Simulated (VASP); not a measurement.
H2Pt:

```
CELL_PARAMETERS angstrom
2.84989 0.00000 0.00000
-1.42494 2.46807 0.00000
0.00000 0.00000 5.48306
ATOMIC_POSITIONS crystal
H 0.00000 0.00000 0.38185
H 0.00000 0.00000 0.61815
Pt 0.00000 0.00000 0.00000
```

The cell was built by a generator and needn't be a form met in nature.

The cell isn't the ideal one: random cell by space group and Wyckoff sites (P6/mmm, No. 191).

- Program: VASP 6.6.1
- Task: relaxation of cell and atoms
- Functional: PBE
- Potentials or basis: VASP PAW PBE potentials, release 64 (H, Pt)
- Cutoff: 600 eV
- k mesh: 9 × 9 × 4
- Occupations: gaussian, width 0.1 eV
- Spin: no spin polarisation

At the start: pressure -21.4 GPa; volume 12.86 Å³/atom.

Problem. Where does the relaxation end?

Solution. Over 7 steps the energy falls by 463.6 meV/atom and the volume is 9.46 Å³/atom (-26.4 %); space group P6/mmm (No. 191, to 0.05 Å).

The path:
```
step  energy change (eV)  largest force (eV/Å)  pressure (GPa)  volume (Å³)
   1              0.0000                0.8558          -21.42        38.57
   2             -1.2941                0.6327           -5.94        29.63
   3             -1.3642                0.5192            1.67        27.97
   4             -1.3652                0.5004            2.93        27.74
   5             -1.3888                0.0233            0.65        28.20
   6             -1.3894                0.0603            0.91        28.14
   7             -1.3908                0.0209           -0.12        28.37
```

Final structure:
```yaml
crystal:
  lattice:
    - [2.70402, 0.00000, 0.00000]
    - [-1.35201, 2.34175, 0.00000]
    - [0.00000, 0.00000, 4.47981]
  atoms:
    - { symbol: H, position: [0.00000, 0.00000, 0.39738] }
    - { symbol: H, position: [0.00000, 0.00000, 0.60262] }
    - { symbol: Pt, position: [0.00000, 0.00000, 0.00000] }
```

Caveat: the volume moved by over 15 % at a fixed basis, so the end points are rough.
